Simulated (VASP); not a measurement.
# BiN (Pm-3m): band edges, masses and strain

Aim: the gap of BiN, the masses at its band edges and their response to strain. The cell is generated by rule, not measured, and may not be a known phase.

Program: VASP 6.6.1. Level of theory: PBEsol; plane waves and PAW (Bi_d, N), in the first sound run; inputs show where later runs differ. Results are calculated unless marked as measured.

The structure was built from a prototype and need not be the compound's stable phase.

## 1. The structure

Symmetry: Pm-3m, No. 221, cubic system. The conventional cell has a = 3.019 Å, b = 3.019 Å, c = 3.019 Å, α = 90.00°, β = 90.00°, γ = 90.00°. Nearest to Bi lie 8 N at 2.61 Å. Nearest to N lie 8 Bi at 2.61 Å. Farther neighbours and most contacts between anions are not listed.

Coordinates:

```xyz
2
Lattice="3.0190 0.0000 0.0000 0.0000 3.0190 0.0000 0.0000 0.0000 3.0190" Properties=species:S:1:pos:R:3 pbc="T T T"
Bi    0.0000    0.0000    0.0000
N     1.5095    1.5095    1.5095
```

## 2. Relaxation of the atoms

The cell is kept as given; the atoms are relaxed first, so that no residual force shifts the band edges.

The input, INCAR:

```
SYSTEM = BiN
PREC = Accurate
ENCUT = 520
EDIFF = 1E-06
NELM = 100
ISMEAR = 0
SIGMA = 0.02
LREAL = .FALSE.
ALGO = Normal
GGA = PS
NBANDS = 16
LORBIT = 11
LWAVE = .FALSE.
LCHARG = .FALSE.
KPAR = 4
IBRION = 2
NSW = 40
ISIF = 2
EDIFFG = -0.005
```

The input, POSCAR:

```
BiN
1.0
    3.0189600000      0.0000000000      0.0000000000
    0.0000000000      3.0189600000      0.0000000000
    0.0000000000      0.0000000000      3.0189600000
Bi N
1 1
Direct
    0.0000000000      0.0000000000      0.0000000000
    0.5000000000      0.5000000000      0.5000000000
```

The input, KPOINTS:

```
Automatic mesh
0
Gamma
10 10 10
0 0 0
```

PAW data sets: Bi_d and N (PBE family, release 64).

Started as:

```
> mpirun -np 4 vasp_std
```

What it wrote:

```text
[banner, memory and clock lines left out]
running    4 mpi-ranks, on    1 nodes
 distrk:  each k-point on    1 cores,    4 groups
 distr:  one band on    1 cores,    1 groups

 POSCAR found type information on POSCAR BiN
 POSCAR found :  2 types and       2 ions
|                                                                             |
|               ----> ADVICE to this user running VASP <----                  |
|                                                                             |
|     You enforced a specific xc type in the INCAR file but a different       |
|     [... a line on the potential file left out ...]
|     I HOPE YOU KNOW WHAT YOU ARE DOING!                                     |
|                                                                             |

 LDA part: xc-table for (Slater+PW92), standard interpolation
 POSCAR, INCAR and KPOINTS ok, starting setup
 FFT: planning ... GRIDC
 FFT: planning ... GRID_SOFT
 FFT: planning ... GRID
 WAVECAR not read
 entering main loop
       N       E                     dE             d eps       ncg     rms          rms(c)
DAV:   1     0.156280149370E+03    0.15628E+03   -0.10792E+04  1824   0.164E+03
DAV:   2    -0.227652721731E+01   -0.15856E+03   -0.15384E+03  2120   0.404E+02
DAV:   3    -0.118907166351E+02   -0.96142E+01   -0.94680E+01  2152   0.959E+01
DAV:   4    -0.120631921369E+02   -0.17248E+00   -0.17245E+00  2248   0.137E+01
DAV:   5    -0.120695290284E+02   -0.63369E-02   -0.63369E-02  2480   0.231E+00    0.752E+00
DAV:   6    -0.105440640948E+02    0.15255E+01   -0.12822E+01  2704   0.248E+01    0.411E+00
DAV:   7    -0.102786379507E+02    0.26543E+00   -0.13509E+00  2096   0.760E+00    0.148E+00
DAV:   8    -0.102847806777E+02   -0.61427E-02   -0.29850E-01  1904   0.363E+00    0.156E+00
DAV:   9    -0.102622917627E+02    0.22489E-01   -0.59195E-02  1904   0.139E+00    0.248E-01
DAV:  10    -0.102623036513E+02   -0.11889E-04   -0.12832E-03  2296   0.269E-01    0.147E-01
DAV:  11    -0.102622751619E+02    0.28489E-04   -0.25019E-04  2136   0.120E-01    0.134E-02
DAV:  12    -0.102622743374E+02    0.82451E-06   -0.23899E-05  2144   0.311E-02    0.114E-02
DAV:  13    -0.102622735655E+02    0.77187E-06   -0.15005E-06  1400   0.130E-02
   1 F= -.10262274E+02 E0= -.10261999E+02  d E =-.102623E+02
 curvature:   0.00 expect dE= 0.000E+00 dE for cont linesearch  0.000E+00
 trial: gam= 0.00000 g(F)=  0.000E+00 g(S)=  0.000E+00 ort = 0.000E+00 (trialstep = 0.100E+01)
 search vector abs. value=  0.100E-09
 reached required accuracy - stopping structural energy minimisation
```

The job ended after 3.6 s (4 MPI ranks of AMD EPYC 9R45, shared host; peak memory 0.5 GiB).

The logs omit lines about the potential files and the build; timing stands in the text.

From OUTCAR (step 2):

```text
ion  position               nearest neighbor table
   1  0.000  0.000  0.000-   2 2.61   2 2.61   2 2.61   2 2.61   2 2.61   2 2.61   2 2.61   2 2.61

  LATTYP: Found a simple cubic cell.
 ALAT       =     3.0189600000

 Subroutine GETGRP returns: Found 48 space group operations
 (whereof 48 operations were pure point group operations)

The static configuration has the point symmetry O_h .

 Found     56 irreducible k-points:

   k-points           NKPTS =     56   k-points in BZ     NKDIM =     56   number of bands    NBANDS=     16

   dimension x,y,z NGX =    24 NGY =   24 NGZ =   24
   dimension x,y,z NGXF=    48 NGYF=   48 NGZF=   48

   ENCUT  =  520.0 eV  38.22 Ry    6.18 a.u.   5.61  5.61  5.61*2*pi/ulx,y,z

   NELECT =      20.0000    total number of electrons

 k-points in reciprocal lattice and weights: Automatic mesh
   0.00000000  0.00000000  0.00000000       0.001
   0.10000000  0.00000000  0.00000000       0.006
   0.20000000  0.00000000  0.00000000       0.006
   0.30000000  0.00000000  0.00000000       0.006
   0.40000000  0.00000000  0.00000000       0.006
   0.50000000  0.00000000  0.00000000       0.003
   0.10000000  0.10000000  0.00000000       0.012
   0.20000000  0.10000000  0.00000000       0.024
   0.30000000  0.10000000  0.00000000       0.024
[...]
0.50000000  0.50000000  0.40000000       0.006
   0.50000000  0.50000000  0.50000000       0.001

 average (electrostatic) potential at core
       1 -99.6086       2 -56.9255

 E-fermi :  11.4024

 k-point     1 :       0.0000    0.0000    0.0000
  band No.  band energies     occupation
    ...
      6      -6.4238      2.00000
      7       3.5667      2.00000
      8       8.9390      2.00000
      9       8.9390      2.00000
     10       8.9390      2.00000
     11      18.8879      0.00000
     12      18.8879      0.00000
     13      19.7413      0.00000
     14      19.7413      0.00000
     15      19.7413      0.00000
    ...

 k-point     2 :       0.1000    0.0000    0.0000
  band No.  band energies     occupation
    ...
      6      -6.2618      2.00000
      7       3.2041      2.00000
      8       8.9554      2.00000
      9       9.0739      2.00000
     10       9.0739      2.00000
     11      17.7354      0.00000
     12      18.9634      0.00000
     13      19.5374      0.00000
     14      19.5374      0.00000
     15      20.8966      0.00000
    ...

 k-point     3 :       0.2000    0.0000    0.0000
  band No.  band energies     occupation
    ...
      6      -5.7760      2.00000
      7       2.2107      2.00000
      8       9.0813      2.00000
      9       9.4512      2.00000
     10       9.4512      2.00000
     11      16.0428      0.00000
     12      18.9427      0.00000
     13      18.9427      0.00000
     14      19.1878      0.00000
     15      22.7179      0.00000
    ...

  Total        3.3481967      3.3481967      3.3481967      0.0000000     -0.0000000      0.0000000
  in kB      194.9617736    194.9617736    194.9617736      0.0000000     -0.0000000      0.0000000
  external PRESSURE =     194.9617736 kB  Pullay stress =       0.0000000 kB

  energy-cutoff  :      520.00
  volume of cell :       27.52
      direct lattice vectors                 reciprocal lattice vectors
     3.018960000  0.000000000  0.000000000     0.331239897  0.000000000  0.000000000
     0.000000000  3.018960000  0.000000000     0.000000000  0.331239897  0.000000000
     0.000000000  0.000000000  3.018960000     0.000000000  0.000000000  0.331239897

 POSITION                                       TOTAL-FORCE (eV/Angst)
 -----------------------------------------------------------------------------------
      0.00000      0.00000      0.00000         0.000000      0.000000      0.000000
      1.50948      1.50948      1.50948         0.000000      0.000000      0.000000
 -----------------------------------------------------------------------------------
    total drift:                                0.000000      0.000000     -0.000000

  FREE ENERGIE OF THE ION-ELECTRON SYSTEM (eV)
  ---------------------------------------------------
  free  energy   TOTEN  =       -10.2622735655 eV

  energy  without entropy=      -10.2617237693  energy(sigma->0) =      -10.26199867

 reached required accuracy - stopping structural energy minimisation

 total charge
# of ion       s       p       d       tot
------------------------------------------
    1        1.616   1.117  10.032  12.765
    2        1.306   2.233   0.000   3.539
--------------------------------------------------
tot          2.923   3.349  10.032  16.304

[... 3 further parts left out ...]
```

CONTCAR:

```
BiN
   1.00000000000000
     3.0189599999999999    0.0000000000000000    0.0000000000000000
     0.0000000000000000    3.0189599999999999    0.0000000000000000
     0.0000000000000000    0.0000000000000000    3.0189599999999999
  Bi              N
     1     1
Direct
     0.0000000000000000    0.0000000000000000    0.0000000000000000
     0.5000000000000000    0.5000000000000000    0.5000000000000000
```

The PAW data sets were made with PBE, which is usual practice but a small mismatch for other functionals. The run keeps the 48 symmetry operations of its start, so it cannot find a distortion of lower symmetry.

The forces vanish from the start, and no atom moves.

This step gave:

```yaml
scf_cycles: 13
electrons: 20
bands: 16
irreducible_k_points: 56
symmetry_operations: 48
free_energy_toten: -10.26 eV
energy_at_zero_smearing: -10.26 eV
fermi_energy: 11.40 eV
pressure: 19.50 GPa
metallic: yes
```

## 3. Bands on a dense mesh

A dense even mesh and a path are solved together, since either alone can miss a band edge.

INCAR, as its differences from that of step 2:

```diff
@@ -10,3 +10,3 @@
 GGA = PS
-NBANDS = 16
+NBANDS = 22
 LORBIT = 11
@@ -15,5 +15,2 @@
 KPAR = 4
-IBRION = 2
-NSW = 40
 ISIF = 2
-EDIFFG = -0.005
```

POSCAR is that of step 2.

The input, KPOINTS:

```
Automatic mesh
0
Gamma
14 14 14
0 0 0
```

The input, KPOINTS_OPT:

```
Line mode
24
Line-mode
Reciprocal
  0.00000000   0.00000000   0.00000000 GAMMA
  0.00000000   0.50000000   0.00000000 X

  0.00000000   0.50000000   0.00000000 X
  0.50000000   0.50000000   0.00000000 M

  0.50000000   0.50000000   0.00000000 M
  0.00000000   0.00000000   0.00000000 GAMMA

  0.00000000   0.00000000   0.00000000 GAMMA
  0.50000000   0.50000000   0.50000000 R

  0.50000000   0.50000000   0.50000000 R
  0.00000000   0.50000000   0.00000000 X

  0.50000000   0.50000000   0.00000000 M
  0.50000000   0.50000000   0.50000000 R
```

Started as:

```
> mpirun -np 4 vasp_std
```

What it wrote:

```text
[banner, memory and clock lines left out]
running    4 mpi-ranks, on    1 nodes
 distrk:  each k-point on    1 cores,    4 groups
 distr:  one band on    1 cores,    1 groups

 POSCAR found type information on POSCAR BiN
 POSCAR found :  2 types and       2 ions
 [... a notice as in an earlier step ...]

 LDA part: xc-table for (Slater+PW92), standard interpolation
 POSCAR, INCAR and KPOINTS ok, starting setup
 FFT: planning ... GRIDC
 FFT: planning ... GRID_SOFT
 FFT: planning ... GRID
 WAVECAR not read
 entering main loop
       N       E                     dE             d eps       ncg     rms          rms(c)
DAV:   1     0.181161081232E+03    0.18116E+03   -0.99100E+03  5532   0.120E+03
DAV:   2     0.279846012511E+01   -0.17836E+03   -0.16795E+03  5552   0.358E+02
DAV:   3    -0.117524706749E+02   -0.14551E+02   -0.14370E+02  6354   0.903E+01
DAV:   4    -0.120645329640E+02   -0.31206E+00   -0.31186E+00  6246   0.132E+01
DAV:   5    -0.120720544776E+02   -0.75215E-02   -0.75211E-02  6768   0.201E+00    0.751E+00
DAV:   6    -0.105602436134E+02    0.15118E+01   -0.10891E+01  8368   0.180E+01    0.415E+00
DAV:   7    -0.102829034795E+02    0.27734E+00   -0.11304E+00  6956   0.555E+00    0.144E+00
DAV:   8    -0.102852993026E+02   -0.23958E-02   -0.22477E-01  6202   0.272E+00    0.154E+00
DAV:   9    -0.102648192686E+02    0.20480E-01   -0.33627E-02  6098   0.108E+00    0.211E-01
DAV:  10    -0.102648662187E+02   -0.46950E-04   -0.54423E-04  6320   0.153E-01    0.173E-01
DAV:  11    -0.102648697296E+02   -0.35109E-05   -0.79448E-05  7200   0.636E-02    0.135E-01
DAV:  12    -0.102648384538E+02    0.31276E-04   -0.40485E-05  6250   0.454E-02    0.377E-02
DAV:  13    -0.102648363908E+02    0.20631E-05   -0.30227E-06  6680   0.134E-02    0.214E-02
DAV:  14    -0.102648349218E+02    0.14689E-05   -0.25522E-06  6442   0.159E-02    0.111E-03
DAV:  15    -0.102648349219E+02   -0.12051E-09   -0.99270E-08  3288   0.285E-03
   1 F= -.10264835E+02 E0= -.10264720E+02  d E =-.230065E-03
 Start KPOINTS_OPT (optional k-point list driver)
k-point batch [1-120\144]
       N       E                     dE             ncg
DAV:   1     0.143576892980E+05   -0.56821E+05     5538
DAV:   2    -0.661513919285E+04   -0.20973E+05     5582
DAV:   3    -0.830632976892E+04   -0.16912E+04     6476
DAV:   4    -0.834313806859E+04   -0.36808E+02     6236
DAV:   5    -0.834403281477E+04   -0.89475E+00     6992
DAV:   6    -0.834406310383E+04   -0.30289E-01     6886
DAV:   7    -0.834406415152E+04   -0.10477E-02     7414
DAV:   8    -0.834406416681E+04   -0.15286E-04     5236
DAV:   9    -0.834406416725E+04   -0.44096E-06     4228
k-point batch [121-144\144]
       N       E                     dE             ncg
DAV:   1     0.665963723010E+05   -0.20106E+05     1128
DAV:   2     0.624720914341E+05   -0.41243E+04     1130
DAV:   3     0.621473316492E+05   -0.32476E+03     1302
DAV:   4     0.621405217646E+05   -0.68099E+01     1308
DAV:   5     0.621403453370E+05   -0.17643E+00     1432
DAV:   6     0.621403406790E+05   -0.46580E-02     1392
DAV:   7     0.621403405107E+05   -0.16835E-03     1506
DAV:   8     0.621403405094E+05   -0.12540E-05     1094
DAV:   9     0.621403405094E+05   -0.36685E-07      882
```

Elapsed: 15 s, on 4 MPI ranks; peak memory 0.79 GiB; 54 s of CPU time.

From OUTCAR (step 3):

```text
The static configuration has the point symmetry O_h .

 Found    120 irreducible k-points:

   k-points           NKPTS =    120   k-points in BZ     NKDIM =    120   number of bands    NBANDS=     22

   NELECT =      20.0000    total number of electrons

 E-fermi :  11.4181

 k-point     1 :       0.0000    0.0000    0.0000
  band No.  band energies     occupation
    ...
      6      -6.4212      2.00000
      7       3.5718      2.00000
      8       8.9458      2.00000
      9       8.9458      2.00000
     10       8.9458      2.00000
     11      18.8873      0.00000
     12      18.8873      0.00000
     13      19.7437      0.00000
     14      19.7437      0.00000
     15      19.7437      0.00000
    ...

 k-point     2 :       0.0714    0.0000    0.0000
  band No.  band energies     occupation
    ...
      6      -6.3385      2.00000
      7       3.3847      2.00000
      8       8.9517      2.00000
      9       9.0153      2.00000
     10       9.0153      2.00000
     11      18.1688      0.00000
     12      18.9259      0.00000
     13      19.6395      0.00000
     14      19.6395      0.00000
     15      20.4601      0.00000
    ...

  Total        3.3550406      3.3550406      3.3550406      0.0000000     -0.0000000      0.0000000
  in kB      195.3602855    195.3602855    195.3602855      0.0000000     -0.0000000      0.0000000
  external PRESSURE =     195.3602855 kB  Pullay stress =       0.0000000 kB

  FREE ENERGIE OF THE ION-ELECTRON SYSTEM (eV)
  ---------------------------------------------------
  free  energy   TOTEN  =       -10.2648349219 eV

  energy  without entropy=      -10.2646048572  energy(sigma->0) =      -10.26471989

 total charge
# of ion       s       p       d       tot
------------------------------------------
    1        1.616   1.115  10.032  12.763
    2        1.307   2.233   0.000   3.540
--------------------------------------------------
tot          2.924   3.348  10.032  16.303

[... 7 parts as in an earlier step ...]

[... 6 further parts left out ...]
```

Numbers from this step:

```yaml
scf_cycles: 15
bands: 22
irreducible_k_points: 120
fermi_energy: 11.42 eV
pressure: 19.54 GPa
```

The electronic bands at the labelled points (eV, zero at the Fermi level; # counts the bands kept, so #1 is VASP's band 7):

```
          point      #1     #2     #3     #4     #5     #6     #7
              Γ   -7.85  -2.47  -2.47  -2.47   7.47   7.47   8.33
0.48 of the way   -9.71  -2.23  -1.76  -1.76   3.94   7.21   7.21
              X  -13.10  -1.07  -0.70  -0.70   0.70   5.58   5.58
0.52 of the way  -11.96  -5.03  -3.05  -0.66   2.47   4.49   7.02
              M   -9.65  -7.13  -7.13  -0.63   4.09   4.09   9.01
0.52 of the way   -9.97  -4.93  -1.28  -0.01   2.03   5.17   7.16
              Γ   -7.85  -2.47  -2.47  -2.47   7.47   7.47   8.33
0.48 of the way   -9.99  -3.98  -3.98  -0.48   3.52   3.52   4.64
              R   -6.64  -3.13  -3.13  -3.13  -2.32  -2.32  -2.32
0.52 of the way  -11.18  -4.94  -2.62  -2.08   0.80   2.54   6.18
              X  -13.10  -1.07  -0.70  -0.70   0.70   5.58   5.58
      jump to M   -9.65  -7.13  -7.13  -0.63   4.09   4.09   9.01
0.48 of the way   -8.75  -6.04  -6.04  -1.94   1.68   1.68   2.90
              R   -6.64  -3.13  -3.13  -3.13  -2.32  -2.32  -2.32
```

Of the projections kept (Bi, N), the largest for each band there; the rest of the weight can lie on other orbitals:

```
point       #1       #2       #3      #4       #5       #6       #7
    Γ   N 0.53   N 0.75   N 0.75  N 0.75  Bi 1.00  Bi 1.00  Bi 0.66
    X  Bi 0.93  Bi 0.68   N 0.94  N 0.94   N 0.74  Bi 1.00  Bi 1.00
    M  Bi 1.00  Bi 0.61  Bi 0.61  N 1.00   N 0.58   N 0.58  Bi 1.00
    Γ   N 0.53   N 0.75   N 0.75  N 0.75  Bi 1.00  Bi 1.00  Bi 0.66
    R  Bi 1.00   N 0.84   N 0.84  N 0.84  Bi 1.00  Bi 1.00  Bi 1.00
    X  Bi 0.93  Bi 0.68   N 0.94  N 0.94   N 0.74  Bi 1.00  Bi 1.00
```

The electronic bands as a text plot (rows in eV, shown from -8.0 to 8.0 only):

```
    7.7 |***         *    **  **  **
    7.0 |*  *       *       **   * **                ***
    6.3 | *  **    *           **   *               *      *
    5.7 |      ****           **     *                  **
    5.0 |  *      *         **        *  *         *    *
    4.3 |          *********          *** *                 *
    3.7 |   *         * **    *         *              *  *
    3.0 |    *      **    *                *          *    *
    2.3 |                  * *           *        *****     **
    1.7 |     *    *        *               *        * *
    1.0 |      ** *                       *      ** *    *   *
    0.3 |        *                    **   *            *     *
   -0.3 |         * ******   **      *  *   **   * *   *
   -1.0 |     ******      **** *                * *   ******   *
   -1.7 |   ***  *            * *   *    *   **  *   ** *   *   *
   -2.3 |****      *       *   *****      *   ***  **        ** *
   -3.0 |         *             *   **        ******   *       **
   -3.7 |           *     *   **      ***  ********   *         *
   -4.3 |          *                     ****   *    *         *
   -5.0 |            *   *   *                   ****         *
   -5.7 |           *       *                                *
   -6.3 |            ** * **                                *
   -7.0 |             ****                    ***         **   **
   -7.7 |*                       **          *                *
         Γ      X      M          Γ            R        X|M     R
```

At 19.5 GPa the cell is away from the equilibrium volume of this level: left free, it would expand.

(Part 1 of 3 ends here.)

[Lines on the potential files, build, host, timing and source positions are cut from VASP's logs without a mark.]

[Logs are printed without paths, hosts, clocks, repeated set-up lines and the standing remarks that a program may print on its own settings, such as how far it seeks lower states.]

[Hosts, paths, dates, database ids (printed as entryN), source tags and the programs' standing remarks are cut or masked in the printed files.]

[In band tables of VASP the shares of atoms and orbitals are scaled to a sum of 1 inside the atoms' spheres.]

[Gaps and slopes under strain along one axis are those of the sampled path and mesh points; where strain splits equal valleys, another of them can be the edge.]
